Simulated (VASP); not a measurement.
# Ga2O3 (corundum): computed properties

Computed with r2SCAN meta-GGA, VASP's PBE PAW potentials (set 64) (plane waves; VASP).

* **space group**: R-3c (167)
* **cell**: a = b = 4.9975 Å, c = 13.4671 Å, α = β = 90.00°, γ = 120.00°
* **volume per atom**: 9.71 Å³/atom
* **band gap (over mesh and band path)**: 3.46 eV
* **smallest direct gap (over mesh and band path)**: 3.72 eV
* **density**: 6.41 g/cm³
* **mean ε∞ (independent particles)**: 3.89

```cif
data_Ga4O6
_chemical_formula_sum 'Ga4 O6'
_space_group_name_H-M_alt 'P 1'
_space_group_IT_number 1
_cell_length_a 5.33633
_cell_length_b 5.33633
_cell_length_c 5.33634
_cell_angle_alpha 55.842
_cell_angle_beta 55.842
_cell_angle_gamma 55.842
loop_
_space_group_symop_operation_xyz
  'x, y, z'
loop_
_atom_site_label
_atom_site_type_symbol
_atom_site_fract_x
_atom_site_fract_y
_atom_site_fract_z
_atom_site_occupancy
Ga1 Ga 0.85540 0.85540 0.85540 1
Ga2 Ga 0.35540 0.35540 0.35540 1
Ga3 Ga 0.14460 0.14460 0.14460 1
Ga4 Ga 0.64460 0.64460 0.64460 1
O1 O 0.44676 0.05324 0.75000 1
O2 O 0.05324 0.75000 0.44676 1
O3 O 0.55324 0.94676 0.25000 1
O4 O 0.25000 0.55324 0.94676 1
O5 O 0.94676 0.25000 0.55324 1
O6 O 0.75000 0.44676 0.05324 1
```

Measured: a 4.982 Å (computed value off by +0.3 %), c 13.433 Å (computed value off by +0.3 %), as given by Marezio, Remeika, J. Chem. Phys. 46, 1862 (1967) (COD 1538347). The calculation is for a static lattice, while the measured a, c hold thermal and zero-point effects, which are part of the difference.

The compound is Ga2O3 in the corundum structure, the metastable α form; monoclinic β is stable. It was relaxed first. Symmetry was kept, so distortions that lower it aren't found.
